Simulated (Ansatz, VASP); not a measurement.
**MgCdSeS in two plane-wave programs**

One calculation is typed for both programs; each brings its own data sets. How far apart do they land? The cell is invented: As first built, before any earlier steps moved the atoms (in the runner's words): it takes the ZnCdSeS structure with some of its atoms replaced by other elements, volume scaled by an estimate. It may not be a known or stable phase. The cell is taken from a series of VASP runs on this material, whose earlier steps may have relaxed, scaled or displaced it; both programs get it as it stands. Valence electrons are named where the data sets of a main pair hold unlike numbers.

Program: Ansatz 0.2.0. Level of theory: plane waves, with VASP 6.6.1 beside it; relaxation of cell and atoms at PBE with D3(BJ). Results are calculated unless marked as measured.

### 1. The starting structure

The structure is trigonal, space group P3m1 (No. 156). Conventional cell: a = 4.148 Å, b = 4.148 Å, c = 6.785 Å, α = 90.00°, β = 90.00°, γ = 120.00°. Nearest to Cd lie 1 S at 2.53 Å and 3 Se at 2.61 Å. Nearest to Se lie 1 Mg at 2.56 Å and 3 Cd at 2.61 Å. S has 3 Mg at 2.48 Å and 1 Cd at 2.53 Å nearest. Mg has 3 S at 2.48 Å and 1 Se at 2.56 Å nearest. As first built, before any earlier steps moved the atoms (in the runner's words): sites of the ZnCdSeS structure (space group 156) filled with other elements, volume scaled by an estimate. Farther neighbours and most contacts between anions are not listed.

### 2. Ansatz: relaxation of cell and atoms, PBE with D3(BJ)

Ansatz runs on its default PAW (the set named soft_2) files.

The relaxed volume is the usual yardstick between codes: in a stiff, nearly cubic crystal its relative difference is about their pressure difference at one cell divided by the bulk modulus.

Contents of input.yaml:

```yaml
crystal:
  lattice:
    - [4.1479216053, -3.5e-09, 0.0]
    - [-2.0739613086, 3.5922056577, 0.0]
    - [0.0, 0.0, 6.7848596076]
  atoms:
    - { symbol: Cd, position: [0.0, 0.0, 0.5157736159] }
    - { symbol: Se, position: [0.33333333, 0.66666667, 0.3623898851] }
    - { symbol: S, position: [0.0, 0.0, 0.8889872389] }
    - { symbol: Mg, position: [0.33333333, 0.66666667, 0.9848492601] }
hamiltonian:
  xc: pbe
  pseudopotentials: { kind: paw }
  dispersion: d3bj
kpoints:
  mp_grid: { grid: [6, 6, 4] }
scf:
  occupations: { method: fermi_dirac, width: 0.05 }
relax:
  f_tol: 0.01
  max_steps: 60
  cell: { stress_tol: 0.05 }
output:
  forces: true
  stress: true
  write_density: true
  write_potential: true
  elf: true
  volumetric_format: npy
```

Launch:

```
$ ansatz run input.yaml --threads 4 --pin off --max-ram 9216MiB --backend cpu --events-out ev --progress --plain --runs-dir out
```

Numbers of over 12 decimals in the logs are rounded to 6 here.

What it wrote:

```text
Warning: the atoms were moved onto the symmetric positions of the space group found under crystal.symmetry.tolerance 1.0e-5 (fractional; no operation is sought that the atoms, as they stand in a round, miss by more than twice it, and no atom is moved by as much as it), and the run uses the moved positions. Before a round's move an operation carried an atom to 2.07e-8 Å from where it should land, the largest such dist [...]
Engine: ansatz 0.2.0, aarch64-unknown-linux-gnu
Pseudopotentials: kind: paw
Pseudopotential: Cd, paw, valence charge 20, recommended cutoff 420 eV (normal), Cd.paw.azcp
Pseudopotential: Se, paw, valence charge 16, recommended cutoff 420 eV (normal), Se.paw.azcp
Pseudopotential: S, paw, valence charge 6, recommended cutoff 420 eV (normal), S.paw.azcp
Pseudopotential: Mg, paw, valence charge 10, recommended cutoff 420 eV (normal), Mg.paw.azcp
Functional definition: PBE
  parameter kappa = 0.804
  parameter beta = 0.066725
  exchange = pbe_x(kappa = kappa, mu = beta*pi^2/3)
  correlation = pbe_c(beta = beta)
Crystal: 4 atoms, lattice volume = 101.096 Å³
Basis set: ecut = 420 eV, 1973 PW (Γ), exchange–correlation on 60×60×96 points (8 copies of the dense FFT grid, shifted against one another)
Bands: 32, of which v1, the nominal top of the filled ones, is band 26 counted from 1 (25 counted from 0)
Symmetry: 6 space group operations
Space group: P3m1 (ITA 156), of the structure as read, at distance tolerance 4.7e-5 Å
k-points: 24 of 144 (time reversal used)
Non-local potential: Cd, projectors of the file, l = 0: 3, l = 1: 2, l = 2: 2, l = 3: 1
Non-local potential: Se, projectors of the file, l = 0: 2, l = 1: 2, l = 2: 3, l = 3: 1
Non-local potential: S, projectors of the file, l = 0: 2, l = 1: 2, l = 2: 2
Non-local potential: Mg, projectors of the file, l = 0: 3, l = 1: 2, l = 2: 1
PAW form: soft (Blöchl's): semilocal exchange-correlation on the pseudo side does not see the compensation charge
PAW one-centre angular grid: Cd, 590 points (default); XC on 64 Gauss nodes
PAW one-centre angular grid: Se, 590 points (default); XC on 64 Gauss nodes
PAW one-centre angular grid: S, 110 points (default); XC on 64 Gauss nodes
PAW one-centre angular grid: Mg, 110 points (default); XC on 64 Gauss nodes
Initial density: superposition of atomic densities (neutral atoms: chi_scale 0, normalization atom), corrected by the library's trained network
Initial wavefunctions: pseudopotential atomic-orbital guess
Functional: x = pbe(κ = 0.804, μ = 0.219515), c = pbe(β = 0.066725)
SCF iter   1: F=—  HF=-16554.509543 eV  |F-HF|=—  |Δ(HF+E_count)|=         —  Δρ=8.10e-4  dr2=1.92e-3  ethr=1.77e-3  ⟨swp⟩=6.3  Hψ=3129  notcnv=0
preconditioner: auto → Resta (q_TF=auto, 2.442 Å⁻¹)  ε∞=3.8  [insulator: Δε(μ)=1.432 eV  Ē_g=11.182 eV  σ=0.050 eV  W_gap=1.00  n_scr=22 (ndim 8)  ℏωp=18.8 eV  f_vac=0.121  D(μ)=0.00/eV (n_scr^D=0)  ε∞_Penn≈3.8]
SCF iter   2: F=—  HF=-16554.510237 eV  |F-HF|=—  |Δ(HF+E_count)|=   6.94e-4  Δρ=4.43e-4  dr2=5.27e-4  ethr=3.69e-6  ⟨swp⟩=2.0  Hψ=1293  notcnv=0
SCF iter   3: F=—  HF=-16554.510196 eV  |F-HF|=—  |Δ(HF+E_count)|=   4.12e-5  Δρ=2.03e-4  dr2=6.56e-5  ethr=1.01e-6  ⟨swp⟩=2.4  Hψ=1108  notcnv=0
SCF iter   4: F=—  HF=-16554.510174 eV  |F-HF|=—  |Δ(HF+E_count)|=   2.22e-5  Δρ=7.97e-5  dr2=1.29e-5  ethr=1.26e-7  ⟨swp⟩=2.0  Hψ=1175  notcnv=0
SCF iter   5: F=—  HF=-16554.510178 eV  |F-HF|=—  |Δ(HF+E_count)|=   4.14e-6  Δρ=2.74e-5  dr2=1.51e-6  ethr=2.48e-8  ⟨swp⟩=2.4  Hψ=1177  notcnv=0
SCF iter   6: F=—  HF=-16554.510178 eV  |F-HF|=—  |Δ(HF+E_count)|=   1.57e-7  Δρ=1.00e-5  dr2=1.49e-7  ethr=2.91e-9  ⟨swp⟩=2.0  Hψ=1235  notcnv=0
SCF iter   7: F=-16554.510179 eV  HF=-16554.510178 eV  |F-HF|=2.93e-8  |Δ(HF+E_count)|=   1.72e-7  Δρ=5.02e-6  dr2=2.72e-8  ethr=1.92e-10  ⟨swp⟩=8.0  Hψ=4922  notcnv=0
SCF 1 converged in 7 iterations: F = -16554.510179 eV  dr2 = 2.72e-8
  greatest PAW one-centre occupation: 1.000 electrons in one spin orbital (limit 2), on the Cd atom at site 0 (counted from 0), in its partial waves of l = 0
relax step   1: F+E_penalty+E_count = -16554.51017850 eV  Δ(F+E_penalty+E_count) = +0.000e0 eV  max|allowed force component| = 5.243e-2 eV/Å  Δτ_max = 0.0000 Å  P = +0.085 GPa  Ω = 101.096 Å³  (7 SCF iters, dr2 threshold 1.00e-7 eV, accepted)
[...]
relax step   2: F+E_penalty+E_count = -16554.51043831 eV  Δ(F+E_penalty+E_count) = -2.598e-4 eV  max|allowed force component| = 1.666e-2 eV/Å  Δτ_max = 0.0062 Å  P = +0.027 GPa  Ω = 101.245 Å³  energy of the carried Pulay correction = -1.958e-5 eV  (4 SCF iters, dr2 threshold 1.72e-7 eV, accepted)
[...]
relax step   3: F+E_penalty+E_count = -16554.51046884 eV  Δ(F+E_penalty+E_count) = -3.053e-5 eV  max|allowed force component| = 3.804e-3 eV/Å  Δτ_max = 0.0027 Å  P = -0.012 GPa  Ω = 101.306 Å³  energy of the carried Pulay correction = -2.754e-5 eV  (5 SCF iters, dr2 threshold 1.73e-8 eV, accepted)
[...]
relax step   4: F+E_penalty+E_count = -16554.51049946 eV  Δ(F+E_penalty+E_count) = -3.062e-5 eV  max|allowed force component| = 3.802e-3 eV/Å  Δτ_max = 0.0000 Å  P = -0.012 GPa  Ω = 101.306 Å³  stress off target by 1.23e-2 GPa  SCF on the basis re-selected at this cell (its energy is not comparable with the rows above)  (6 SCF iters)
basis re-selected at this cell: Δ(F+E_penalty+E_count) = -3.062e-5 eV, ΔP = -0.000 GPa vs the last step (what re-selecting the basis moved, of the pressure what is left beyond the Pulay correction that the steps carried, after the strain that the cell walked since its last selection, with what the two solves' SCF thresholds leave and, on support functions, any second-order correction that the steps lacked; it is no m [...]
SCF converged after 6 iterations
Free energy (F): -16554.510499 eV
Harris-Foulkes:  -16554.510499 eV  (|F-HF|=7.28e-12)
Internal energy: -16554.510499 eV  (E = F + TS)
E sigma→0 (E₀):  -16554.510499 eV
Entropy (-TS):   -0.000000 eV (-0.000 meV/atom)
Fermi energy:    6.860505 eV
--- Per-component energies (eV) ---
  E_band       = -1278.009085
  E_kinetic    = 808.113154
  E_local      = -9028.084018  (includes V_loc(G=0)·N_el)
  E_nonlocal   = -439.040099
  E_hartree    = 4090.503536
  E_xc         = -408.315655
  E_vxc        = -446.288802  (∫ρ·V_xc dr)
  E_paw        = -6887.178921  (= ΣΔE_a)
  E_vpaw       = -353.715899  (= ΣTr[D̂ρ^β])
  E_aug_tail   = -0.000571  (compensation charges beyond the density's cutoff)
  E_ewald      = -4689.328273
  E_disp       = -1.179653  (pairwise vdW)
  E_smearing   = -0.000000  (= −TS)
  E_closure    = -0.000000  (closes the sum)
  Σ components = -16554.510499   (vs F -16554.510499, Δ=0.00e0)
--- Forces (eV/Å), atoms counted from 1 ---
  atom   1  Cd    -0.00000000     0.00000000    -0.00380234
  atom   2  Se     0.00000000    -0.00000000     0.00183208
  atom   3  S     -0.00000000     0.00000000     0.00118836
  atom   4  Mg     0.00000000    -0.00000000     0.00078148
  max |Σ_I F_I| component: 4.29e-7 eV/Å
--- Stress (GPa, compression-positive) ---
       -0.012260       0.000000       0.000000
        0.000000      -0.012260      -0.000000
        0.000000      -0.000000      -0.012162
  P = ⅓ Tr σ = -0.0122 GPa (-0.122 kbar)
--- Band table (eV; the first three rows and the last of 24) ---
  k-point 0: bands = [... 22 lower, 4.4588, 5.5475, 6.0906, 6.0906, 7.5575, 9.2496, 12.3189, 12.3189, ... 2 higher]
  k-point 1: bands = [... 22 lower, 4.4870, 4.7116, 6.0508, 6.0508, 8.3462, 9.3544, 12.1039, 12.3238, ... 2 higher]
  k-point 2: bands = [... 22 lower, 4.5167, 4.5167, 6.0095, 6.0095, 9.0085, 9.4885, 11.7269, 12.3895, ... 2 higher]
  k-point 23: bands = [... 22 lower, 3.1246, 3.7589, 4.7203, 4.7965, 9.8264, 10.5960, 11.1620, 12.1214, ... 2 higher]
--- Relaxed structure (3 steps of the walk, 3 accepted, 1 SCFs on fresh bases) ---
  F+E_penalty+E_count = -16554.51049946 eV   max|allowed force component| = 3.802e-3 eV/Å   (the final SCF, on the basis selected at the relaxed cell)
  cell:  # Å, volume = 101.3060 Å³
    - [4.153933, 2.907811443245421e-7, 0]
    - [-2.076967, 3.597411, 0]
    - [1.3728973670570973e-19, 0, 6.779311]
  atoms:
    - { symbol: Cd, position: [-1.8517978032884364e-17, 1.8517978032884355e-17, 0.515366] }
    - { symbol: Se, position: [0.333333, 0.666667, 0.363361] }
    - { symbol: S, position: [-1.84952736998071e-17, 1.8495273699807103e-17, 0.889229] }
    - { symbol: Mg, position: [0.333333, 0.666667, 0.984044] }
```

Run time: 6.9 s. Hardware: 4 threads of Arm Neoverse V2, shared host; peak memory 0.44 GiB; 24 s of CPU time.

### 3. VASP: relaxation of cell and atoms, PBE with D3(BJ)

The same cell, functional, mesh and smearing now go to VASP, with its own data sets.

Lines of VASP's logs that name or quote its potential files are left out, and so is its time.

Contents of INCAR:

```
SYSTEM = MgCdSeS
PREC = Accurate
ENCUT = 400
EDIFF = 1E-06
NELM = 100
ISMEAR = -1
SIGMA = 0.05
LREAL = .FALSE.
ALGO = Normal
GGA = PE
IVDW = 12
NBANDS = 19
LORBIT = 11
LWAVE = .FALSE.
LCHARG = .FALSE.
KPAR = 2
IBRION = 2
NSW = 60
ISIF = 3
EDIFFG = -0.01
```

Contents of POSCAR:

```
MgCdSeS
1.0
    4.1479216053     -0.0000000035      0.0000000000
   -2.0739613086      3.5922056577      0.0000000000
    0.0000000000      0.0000000000      6.7848596076
Cd Se S Mg
1 1 1 1
Direct
    0.0000000000      0.0000000000      0.5157736159
    0.3333333300      0.6666666700      0.3623898851
    0.0000000000      0.0000000000      0.8889872389
    0.3333333300      0.6666666700      0.9848492601
```

Contents of KPOINTS:

```
Automatic mesh
0
Gamma
6 6 4
0 0 0
```

The projector-augmented-wave data sets are Cd, Se, S and Mg (PBE family, release 64).

Launch:

```
$ mpirun -np 2 vasp_std
```

What it wrote:

```text
[banner, memory and clock lines left out]
running    2 mpi-ranks, on    1 nodes
 distrk:  each k-point on    1 cores,    2 groups
 distr:  one band on    1 cores,    1 groups

 POSCAR found type information on POSCAR CdSeS Mg
 POSCAR found :  4 types and       4 ions
 LDA part: xc-table for (Slater+PW92), standard interpolation
 POSCAR, INCAR and KPOINTS ok, starting setup
 FFT: planning ... GRIDC
 FFT: planning ... GRID_SOFT
 FFT: planning ... GRID
 WAVECAR not read
 entering main loop
       N       E                     dE             d eps       ncg     rms          rms(c)
DAV:   1     0.119221112962E+03    0.11922E+03   -0.98406E+03   912   0.949E+02
DAV:   2    -0.754478219356E+01   -0.12677E+03   -0.12342E+03  1067   0.237E+02
DAV:   3    -0.146643784998E+02   -0.71196E+01   -0.70990E+01  1123   0.558E+01
DAV:   4    -0.147219582857E+02   -0.57580E-01   -0.57559E-01  1154   0.516E+00
DAV:   5    -0.147226250555E+02   -0.66677E-03   -0.66674E-03  1120   0.544E-01    0.786E+00
DAV:   6    -0.137995572457E+02    0.92307E+00   -0.20839E+00  1021   0.128E+01    0.633E+00
DAV:   7    -0.137615557747E+02    0.38001E-01   -0.70843E-01  1093   0.460E+00    0.324E+00
DAV:   8    -0.137668040871E+02   -0.52483E-02   -0.61067E-02   990   0.263E+00    0.539E-01
DAV:   9    -0.137671198729E+02   -0.31579E-03   -0.10880E-02  1094   0.122E+00    0.117E-01
DAV:  10    -0.137675801027E+02   -0.46023E-03   -0.10463E-03  1000   0.308E-01    0.887E-02
DAV:  11    -0.137678096099E+02   -0.22951E-03   -0.24682E-04  1036   0.945E-02    0.318E-02
DAV:  12    -0.137678682259E+02   -0.58616E-04   -0.84166E-05  1030   0.569E-02    0.964E-03
DAV:  13    -0.137678728757E+02   -0.46498E-05   -0.98165E-06  1114   0.254E-02    0.569E-03
DAV:  14    -0.137678731348E+02   -0.25912E-06   -0.92847E-07   872   0.914E-03
   1 F= -.14950093E+02 E0= -.14950093E+02  d E =-.149501E+02
[...]
2 F= -.14950194E+02 E0= -.14950194E+02  d E =-.100789E-03
[...]
3 F= -.14950201E+02 E0= -.14950201E+02  d E =-.107727E-03
 curvature:  -0.67 expect dE=-0.384E-04 dE for cont linesearch -0.108E-08
 trial: gam= 0.35039 g(F)=  0.192E-04 g(S)=  0.377E-04 ort = 0.506E-06 (trialstep = 0.107E+01)
 search vector abs. value=  0.769E-04
 bond charge predicted
       N       E                     dE             d eps       ncg     rms          rms(c)
DAV:   1    -0.137682446520E+02    0.71074E-04   -0.45586E-03   912   0.440E-01    0.377E-02
DAV:   2    -0.137682239568E+02    0.20695E-04   -0.14496E-04  1121   0.934E-02    0.182E-02
DAV:   3    -0.137682138018E+02    0.10155E-04   -0.13922E-05  1082   0.288E-02    0.948E-03
DAV:   4    -0.137682122903E+02    0.15115E-05   -0.36690E-06  1025   0.146E-02    0.317E-03
DAV:   5    -0.137682122653E+02    0.24955E-07   -0.31981E-07   471   0.487E-03
   4 F= -.14950253E+02 E0= -.14950253E+02  d E =-.516729E-04
 trial-energy change:   -0.000052  1 .order   -0.000051   -0.000061   -0.000042
 step:   3.3892(harm=  3.3892)  dis= 0.00351  next Energy=   -14.950298 (dE=-0.966E-04)
 reached required accuracy - stopping structural energy minimisation
```

[end of part 1 of 2]

[Lines on the potential files, build, host, timing and source positions are cut from VASP's logs without a mark.]

[Logs are printed without paths, hosts, clocks, repeated set-up lines and the standing remarks that a program may print on its own settings, such as how far it seeks lower states.]

[Hosts, paths, dates, database ids (printed as entryN), source tags and the programs' standing remarks are cut or masked in the printed files.]
